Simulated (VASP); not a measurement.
# Al: Al into a neighbouring Al vacancy, part 4 of 4

Aim: the barrier for one hop in Al: Al into a neighbouring Al vacancy.

VASP 6.6.1; PBEsol; plane waves and PAW (Al).

So far. Step 3 (Relax the start): The run ended after 6 ionic steps, 0.131 eV below its first step, once the forces on the free atoms met EDIFFG = -0.05. Step 4 (Relax the end): The run ended after 6 ionic steps, 0.101 eV below its first step, once the forces on the free atoms met EDIFFG = -0.05.

**5. Nudged elastic band**

Images on a straight line between the ends relax across the path, while springs keep them spaced along it.

File INCAR:

```
SYSTEM = Al
PREC = Normal
ENCUT = 280
EDIFF = 1E-05
NELM = 120
ISMEAR = 1
SIGMA = 0.15
LREAL = Auto
ALGO = Fast
GGA = PS
LWAVE = .FALSE.
LCHARG = .FALSE.
NCORE = 2
IMAGES = 3
SPRING = -5
IBRION = 1
POTIM = 0.3
NSW = 50
EDIFFG = -0.05
ISYM = 0
ISIF = 0
```

File POSCAR:

```
Al
1.0
    8.0270485368      0.0000000000      0.0000000000
    0.0000000000      8.0270485368      0.0000000000
    0.0000000000      0.0000000000      8.0270485368
Al
31
Direct
    0.7467611690      0.2475048484      0.9994738557
    0.7455735614      0.0009933997      0.2463445908
    0.9996422771      0.0000283456      0.0004130843
    0.2537974058      0.2465387665      0.9995074158
    0.4995824618      0.5006126211      0.9989289309
    0.7478352013      0.7523114316      0.0002121304
    0.2526025339      0.9992803167      0.2471223544
    0.4985999298      0.2471877749      0.2476072762
    0.7492868113      0.4996272004      0.2498377343
    0.4998895553      0.0000362262      0.5008121612
    0.7514841182      0.2499389764      0.4999762169
    0.7481900051      0.0001126765      0.7531497879
    0.9995027286      0.4992019166      0.9995728494
    0.2523543800      0.7519033747      0.9997899194
    0.0001174067      0.2496587383      0.2496870406
    0.2495847625      0.5004079948      0.2497766730
    0.4994379313      0.7529255958      0.2466143168
    0.9998492911      0.9991826494      0.4991949332
    0.2501436325      0.2494059672      0.4997324268
    0.5001065765      0.5003316706      0.5000361481
    0.7502632090      0.7495996673      0.4995864088
    0.2527510811      0.9999905397      0.7531716900
    0.5009658231      0.2475206962      0.7521864371
    0.7514445046      0.5009737505      0.7486543340
    0.9985460357      0.7491861575      0.2496053973
    0.0001483192      0.4999960373      0.4985901758
    0.2502675269      0.7493586972      0.4997739019
    0.0007260055      0.2504937975      0.7493874427
    0.2503018043      0.4997207905      0.7492182617
    0.5004352290      0.7538055811      0.7533117089
    0.0004293801      0.7491637316      0.7493708157
```

File KPOINTS:

```
Automatic mesh
0
Monkhorst-Pack
2 2 2
0 0 0
```

File 00/POSCAR:

```
Al
1.0
    8.0270485368      0.0000000000      0.0000000000
    0.0000000000      8.0270485368      0.0000000000
    0.0000000000      0.0000000000      8.0270485368
Al
31
Direct
    0.7467611690      0.2475048484      0.9994738557
    0.7455735614      0.0009933997      0.2463445908
    0.9996422771      0.0000283456      0.0004130843
    0.2537974058      0.2465387665      0.9995074158
    0.4995824618      0.5006126211      0.9989289309
    0.7478352013      0.7523114316      0.0002121304
    0.2526025339      0.9992803167      0.2471223544
    0.4985999298      0.2471877749      0.2476072762
    0.7492868113      0.4996272004      0.2498377343
    0.4998895553      0.0000362262      0.5008121612
    0.7514841182      0.2499389764      0.4999762169
    0.7481900051      0.0001126765      0.7531497879
    0.9995027286      0.4992019166      0.9995728494
    0.2523543800      0.7519033747      0.9997899194
    0.0001174067      0.2496587383      0.2496870406
    0.2495847625      0.5004079948      0.2497766730
    0.4994379313      0.7529255958      0.2466143168
    0.9998492911      0.9991826494      0.4991949332
    0.2501436325      0.2494059672      0.4997324268
    0.5001065765      0.5003316706      0.5000361481
    0.7502632090      0.7495996673      0.4995864088
    0.2527510811      0.9999905397      0.7531716900
    0.5009658231      0.2475206962      0.7521864371
    0.7514445046      0.5009737505      0.7486543340
    0.9985460357      0.7491861575      0.2496053973
    0.0001483192      0.4999960373      0.4985901758
    0.2502675269      0.7493586972      0.4997739019
    0.0007260055      0.2504937975      0.7493874427
    0.2503018043      0.4997207905      0.7492182617
    0.5004352290      0.7538055811      0.7533117089
    0.0004293801      0.7491637316      0.7493708157
```

File 01/POSCAR:

```
Al
1.0
    8.0270485368      0.0000000000      0.0000000000
    0.0000000000      8.0270485368      0.0000000000
    0.0000000000      0.0000000000      8.0270485368
Al
31
Direct
    0.6856789996      0.1863733578      0.9990442201
    0.7466435379      0.0014603577      0.2459766298
    0.9992418042      0.0007065583     -0.0000550690
    0.2526657873      0.2473677054      0.9994745499
    0.5005381895      0.4996848367      0.9989573070
    0.7486937799      0.7519368017     -0.0002083643
    0.2521593190      0.9992904661      0.2477979154
    0.4997667152      0.2478957600      0.2470544000
    0.7495301525      0.4991320059      0.2490191302
    0.5001441315     -0.0001429253      0.5001048940
    0.7510888017      0.2501853466      0.4996596064
    0.7485867066      0.0009882988      0.7527759010
    0.9988929949      0.4987506178      0.9996902701
    0.2519302977      0.7516654407      0.9997527419
   -0.0006549925      0.2496681746      0.2488129367
    0.2496753809      0.5003970706      0.2496279262
    0.4999043539      0.7520669685      0.2470076420
    0.9999067726      0.9994667546      0.4991206090
    0.2500791410      0.2496848041      0.4994676478
    0.4999795550      0.5002776418      0.4998038268
    0.7503636594      0.7496586299      0.4997551315
    0.2520846244      1.0002170767      0.7517370076
    0.5012574098      0.2483528827      0.7517974751
    0.7510651951      0.5001788470      0.7496342104
    0.9991029947      0.7495330571      0.2498747230
    0.0003760635      0.5001548560      0.4988361368
    0.2505494468      0.7494323277      0.4995377380
   -0.0004077085      0.2505836683      0.7502312030
    0.2500863152      0.4998466153      0.7493680632
    0.5001772261      0.7529752172      0.7522131863
    0.0006995213      0.7496098044      0.7492959136
```

File 02/POSCAR:

```
Al
1.0
    8.0270485368      0.0000000000      0.0000000000
    0.0000000000      8.0270485368      0.0000000000
    0.0000000000      0.0000000000      8.0270485368
Al
31
Direct
    0.6245968301      0.1252418673      0.9986145844
    0.7477135144      0.0019273157      0.2456086688
    0.9988413312      0.0013847710     -0.0005232222
    0.2515341688      0.2481966442      0.9994416840
    0.5014939171      0.4987570522      0.9989856830
    0.7495523586      0.7515621718     -0.0006288589
    0.2517161042      0.9993006154      0.2484734763
    0.5009335005      0.2486037450      0.2465015239
    0.7497734938      0.4986368114      0.2482005260
    0.5003987077     -0.0003220768      0.4993976267
    0.7506934852      0.2504317167      0.4993429959
    0.7489834080      0.0018639211      0.7524020142
    0.9982832612      0.4982993190      0.9998076908
    0.2515062154      0.7514275068      0.9997155644
   -0.0014273917      0.2496776109      0.2479388328
    0.2497659994      0.5003861463      0.2494791793
    0.5003707765      0.7512083411      0.2474009672
    0.9999642540      0.9997508598      0.4990462848
    0.2500146495      0.2499636410      0.4992028688
    0.4998525334      0.5002236130      0.4995715054
    0.7504641097      0.7497175925      0.4999238542
    0.2514181678      1.0004436136      0.7503023251
    0.5015489964      0.2491850692      0.7514085130
    0.7506858856      0.4993839436      0.7506140868
    0.9996599538      0.7498799566      0.2501440488
    0.0006038079      0.5003136746      0.4990820977
    0.2508313666      0.7495059582      0.4993015741
   -0.0015414225      0.2506735390      0.7510749632
    0.2498708262      0.4999724401      0.7495178646
    0.4999192232      0.7521448533      0.7511146637
    0.0009696626      0.7500558773      0.7492210116
```

File 03/POSCAR:

```
Al
1.0
    8.0270485368      0.0000000000      0.0000000000
    0.0000000000      8.0270485368      0.0000000000
    0.0000000000      0.0000000000      8.0270485368
Al
31
Direct
    0.5635146606      0.0641103768      0.9981849488
    0.7487834908      0.0023942737      0.2452407077
    0.9984408582      0.0020629838     -0.0009913755
    0.2504025503      0.2490255830      0.9994088181
    0.5024496448      0.4978292678      0.9990140590
    0.7504109372      0.7511875418     -0.0010493536
    0.2512728893      0.9993107648      0.2491490372
    0.5021002858      0.2493117300      0.2459486478
    0.7500168350      0.4981416168      0.2473819218
    0.5006532839     -0.0005012282      0.4986903594
    0.7502981688      0.2506780868      0.4990263854
    0.7493801094      0.0027395434      0.7520281273
    0.9976735274      0.4978480203      0.9999251114
    0.2510821332      0.7511895728      0.9996783870
   -0.0021997908      0.2496870472      0.2470647288
    0.2498566178      0.5003752220      0.2493304324
    0.5008371991      0.7503497138      0.2477942923
    1.0000217354      1.0000349651      0.4989719606
    0.2499501580      0.2502424778      0.4989380897
    0.4997255118      0.5001695843      0.4993391841
    0.7505645600      0.7497765551      0.5000925769
    0.2507517111      1.0006701506      0.7488676427
    0.5018405831      0.2500172556      0.7510195509
    0.7503065760      0.4985890401      0.7515939633
    1.0002169128      0.7502268562      0.2504133745
    0.0008315522      0.5004724932      0.4993280586
    0.2511132865      0.7495795886      0.4990654102
   -0.0026751365      0.2507634098      0.7519187235
    0.2496553371      0.5000982649      0.7496676660
    0.4996612204      0.7513144895      0.7500161411
    0.0012398038      0.7505019502      0.7491461095
```

File 04/POSCAR:

```
Al
1.0
    8.0270485368      0.0000000000      0.0000000000
    0.0000000000      8.0270485368      0.0000000000
    0.0000000000      0.0000000000      8.0270485368
Al
31
Direct
    0.5024324912      0.0029788862      0.9977553132
    0.7498534673      0.0028612317      0.2448727467
    0.9980403853      0.0027411965     -0.0014595288
    0.2492709318      0.2498545219      0.9993759522
    0.5034053724      0.4969014834      0.9990424351
    0.7512695158      0.7508129119     -0.0014698483
    0.2508296745      0.9993209142      0.2498245982
    0.5032670712      0.2500197151      0.2453957716
    0.7502601762      0.4976464223      0.2465633177
    0.5009078601     -0.0006803797      0.4979830922
    0.7499028523      0.2509244570      0.4987097749
    0.7497768109      0.0036151657      0.7516542404
    0.9970637937      0.4973967215      1.0000425321
    0.2506580509      0.7509516388      0.9996412095
   -0.0029721900      0.2496964835      0.2461906249
    0.2499472362      0.5003642978      0.2491816856
    0.5013036217      0.7494910865      0.2481876175
    1.0000792169      1.0003190703      0.4988976364
    0.2498856665      0.2505213147      0.4986733107
    0.4995984903      0.5001155555      0.4991068628
    0.7506650104      0.7498355177      0.5002612996
    0.2500852544      1.0008966876      0.7474329603
    0.5021321698      0.2508494421      0.7506305889
    0.7499272665      0.4977941366      0.7525738397
    1.0007738718      0.7505737558      0.2506827002
    0.0010592966      0.5006313119      0.4995740196
    0.2513952064      0.7496532191      0.4988292463
   -0.0038088505      0.2508532806      0.7527624838
    0.2494398480      0.5002240897      0.7498174675
    0.4994032175      0.7504841256      0.7489176185
    0.0015099450      0.7509480230      0.7490712074
```

PAW data sets: Al (PBE family, release 64).

On the command line:

```bash
> mpirun -np 6 vasp_std
```

Output:

```text
[banner, memory and clock lines left out]
running    6 mpi-ranks, on    1 nodes
 each image running on    2 cores
 distrk:  each k-point on    2 cores,    1 groups
 distr:  one band on    2 cores,    1 groups

 POSCAR found type information on POSCAR Al
 01/POSCAR found :  1 types and      31 ions
 [... a notice as in an earlier step ...]

 LDA part: xc-table for (Slater+PW92), standard interpolation
 POSCAR found type information on POSCAR Al
 00/POSCAR found :  1 types and      31 ions
 POSCAR found type information on POSCAR Al
 04/POSCAR found :  1 types and      31 ions
 POSCAR, INCAR and KPOINTS ok, starting setup
 FFT: planning ... GRIDC
 FFT: planning ... GRID_SOFT
 FFT: planning ... GRID
 WAVECAR not read
 entering main loop
       N       E                     dE             d eps       ncg     rms          rms(c)
DAV:   1     0.593351259542E+02    0.59335E+02   -0.21871E+04   496   0.720E+02
DAV:   2    -0.115686222246E+03   -0.17502E+03   -0.16581E+03   590   0.117E+02
DAV:   3    -0.125466076641E+03   -0.97799E+01   -0.92891E+01   608   0.233E+01
DAV:   4    -0.125700893468E+03   -0.23482E+00   -0.23079E+00   608   0.368E+00
DAV:   5    -0.125704306329E+03   -0.34129E-02   -0.34092E-02   586   0.497E-01    0.874E+00
RMM:   6    -0.124990560605E+03    0.71375E+00   -0.45849E-01   496   0.124E+00    0.502E+00
RMM:   7    -0.124639945395E+03    0.35062E+00   -0.38263E-01   497   0.130E+00    0.683E-01
RMM:   8    -0.124624764832E+03    0.15181E-01   -0.38288E-02   517   0.562E-01    0.388E-01
RMM:   9    -0.124623426259E+03    0.13386E-02   -0.83508E-03   521   0.257E-01    0.227E-01
RMM:  10    -0.124623532094E+03   -0.10583E-03   -0.19739E-03   562   0.127E-01    0.427E-02
RMM:  11    -0.124623500463E+03    0.31631E-04   -0.38591E-04   533   0.583E-02    0.389E-02
RMM:  12    -0.124623499849E+03    0.61450E-06   -0.92081E-05   504   0.306E-02
   1 F= -.12462350E+03 E0= -.12460407E+03  d E =-.124623E+03
 BRION: g(F)=  0.358E+00 g(S)=  0.000E+00
 bond charge predicted
       N       E                     dE             d eps       ncg     rms          rms(c)
DAV:   1    -0.124692103185E+03   -0.68603E-01   -0.28082E-01   552   0.175E+00    0.295E-01
RMM:   2    -0.124691178357E+03    0.92483E-03   -0.14839E-02   496   0.399E-01    0.681E-02
RMM:   3    -0.124691183490E+03   -0.51329E-05   -0.18290E-03   500   0.144E-01    0.781E-02
RMM:   4    -0.124691196041E+03   -0.12550E-04   -0.37099E-04   566   0.617E-02    0.700E-02
RMM:   5    -0.124691196822E+03   -0.78115E-06   -0.60806E-05   452   0.250E-02
   2 F= -.12469120E+03 E0= -.12467364E+03  d E =-.676970E-01
[...]
3 F= -.12481039E+03 E0= -.12479713E+03  d E =-.119192E+00
[...]
4 F= -.12482312E+03 E0= -.12481012E+03  d E =-.127344E-01
[...]
5 F= -.12484403E+03 E0= -.12483121E+03  d E =-.209047E-01
[...]
6 F= -.12484949E+03 E0= -.12483648E+03  d E =-.546509E-02
[...]
7 F= -.12485552E+03 E0= -.12484203E+03  d E =-.602444E-02
[...]
8 F= -.12485810E+03 E0= -.12484430E+03  d E =-.258627E-02
 BRION: g(F)=  0.268E-02 g(S)=  0.000E+00
 BRIONS problems: POTIM should be increased
 retain N=  1 mean eig= 8.37
 eig:   8.368
 bond charge predicted
       N       E                     dE             d eps       ncg     rms          rms(c)
DAV:   1    -0.124861241590E+03   -0.31383E-02   -0.60046E-02   508   0.867E-01    0.907E-02
RMM:   2    -0.124861238180E+03    0.34100E-05   -0.14727E-03   496   0.139E-01    0.282E-02
RMM:   3    -0.124861240717E+03   -0.25364E-05   -0.19969E-04   517   0.509E-02    0.262E-02
RMM:   4    -0.124861241964E+03   -0.12473E-05   -0.39383E-05   384   0.210E-02
   9 F= -.12486124E+03 E0= -.12484696E+03  d E =-.313806E-02
 BRION: g(F)=  0.180E-02 g(S)=  0.000E+00
 BRIONS problems: POTIM should be increased
 retain N=  1 mean eig= 8.53
 eig:   8.528
 reached required accuracy - stopping structural energy minimisation
```

It took 26 s on 6 MPI ranks of AMD EPYC 9R45, shared host; peak memory 1.1 GiB.

Parts of OUTCAR (step 5):

```text
   NELECT =      93.0000    total number of electrons

  tangential force (eV/A)        -0.634396
  left and right image   0.744913  0.739947 A

  tangential force (eV/A)        -0.631088
  left and right image   0.748072  0.743237 A

 E-fermi :   8.0534

 k-point     1 :       0.2500    0.2500    0.2500
  band No.  band energies     occupation
    ...
     44       7.1888      2.00000
     45       7.2721      2.00000
     46       7.9894      1.65447
     47       8.0668      0.85009
     48       8.0769      0.73854
     49       8.1982     -0.04224
     50       8.2719     -0.05908
     51       8.3026     -0.04054
     52       8.3873     -0.00722
     53       8.4036     -0.00470
    ...

 POSITION                                       TOTAL-FORCE (eV/Angst)
 -----------------------------------------------------------------------------------
      5.53071      1.51982      8.02171         0.434069      0.427354      0.000425
      6.03937     -0.06679      2.09304        -0.071351      0.028678     -0.080346
      7.97058      0.00777      8.02137        -0.000645     -0.057479      0.002469
      2.01840      1.97278      8.02242        -0.009846     -0.005808     -0.001751
      4.02156      3.95563      8.02211        -0.058628      0.000697      0.000411
      5.98800      6.03086      8.02144        -0.006779     -0.010523      0.002283
      2.02011      8.01478      1.96411        -0.006883     -0.002618     -0.004060
      3.94795      2.02408      2.09451         0.024966     -0.066834     -0.079868
      6.01986      3.95748      1.95418        -0.032427      0.001356      0.005344
      3.99981      8.01209      4.00754        -0.016842     -0.016670      0.002311
      6.02670      2.01417      4.00856        -0.023536     -0.027583      0.001119
      6.03829     -0.06534      5.92335        -0.069394      0.025843      0.079930
      8.01713      4.00355      8.02309         0.003795      0.003507     -0.000881
      2.00475      6.01947      8.02242        -0.003751     -0.007558     -0.001615
      7.97122      2.00424      1.95388         0.001129     -0.030536      0.004483
      1.99305      4.02032      1.99683        -0.004407     -0.028126      0.017267
      4.00326      6.03080      1.96305        -0.004649     -0.003024     -0.004011
      8.06666      8.01399      4.00896        -0.053894     -0.031243     -0.001253
      1.92291      2.00895      4.00813         0.035162     -0.003861      0.000036
      4.00069      4.05393      4.00801        -0.030568     -0.055068      0.001770
      6.02312      5.93819      4.00941        -0.003945      0.030377     -0.002155
      2.02003     -0.01128      6.05255        -0.008339     -0.004682      0.004614
      3.94667      2.02483      5.92116         0.029798     -0.067006      0.085207
      6.01854      3.95810      6.06378        -0.028525      0.000387     -0.005724
[...]
-----------------------------------------------------------------------------------
    total drift:                                0.012980      0.010624     -0.002490

  FREE ENERGIE OF THE ION-ELECTRON SYSTEM (eV)
  ---------------------------------------------------
  free  energy   TOTEN  =      -124.8612419642 eV

  energy  without entropy=     -124.8184103058  energy(sigma->0) =     -124.84696474

  tangential force (eV/A)        -0.632859
  left and right image   0.752203  0.748087 A

[... 6 parts as in an earlier step ...]

[... 6 further parts left out ...]
```

The path, image by image:

```csv
image,path (A),energy (eV),"Al1: x, y, z (Å)"
0,0.000,0.0000,"5.994, 1.987, 8.023"
1,0.752,0.3087,"5.531, 1.520, 8.022"
2,1.500,0.6216,"5.013, 1.006, 8.021"
3,2.248,0.3055,"4.499, 0.488, 8.020"
4,3.001,0.0000,"4.033, 0.024, 8.009"
```

Numbers from this step:

```yaml
electronic_cycles: 50
path_length: 3.001 Å
barrier: 0.6216 eV
barrier_in_the_reverse_direction: 0.6216 eV
barrier_from_a_spline_through_the_images: 0.6215 eV
reaction_energy: -8.71e-6 eV
```

What the program prints for this run, and its count of cycles, belong to image 1; the force that counts for the threshold is the band's, across the path.

**6. Summary of results**

| Item | Value |
| --- | --- |
| hop | Al into a neighbouring Al vacancy |
| barrier | 0.622 eV |
| barrier in the reverse direction | 0.622 eV |
| barrier from a spline through the images | 0.622 eV |
| reaction energy | -8.7e-6 eV |
| path length | 3.00 Å |

The barrier is 0.62 eV forwards and 0.62 eV backwards. With an attempt frequency of 10¹³ per second, taken as a typical value, this barrier gives about 10^3 hops a second at 300 K. Both ends are alike and an image sits at the midpoint, which is the saddle if the path is symmetric. The band met its force threshold after 9 steps. Cell and mesh are small and were not tested. The band started on a straight line, so other routes may lie lower.

[Lines on the potential files, build, host, timing and source positions are cut from VASP's logs without a mark.]

[Logs are printed without paths, hosts, clocks, repeated set-up lines and the standing remarks that a program may print on its own settings, such as how far it seeks lower states.]

[Hosts, paths, dates, database ids (printed as entryN), source tags and the programs' standing remarks are cut or masked in the printed files.]

[Runs that stopped without an error message from VASP are left out.]
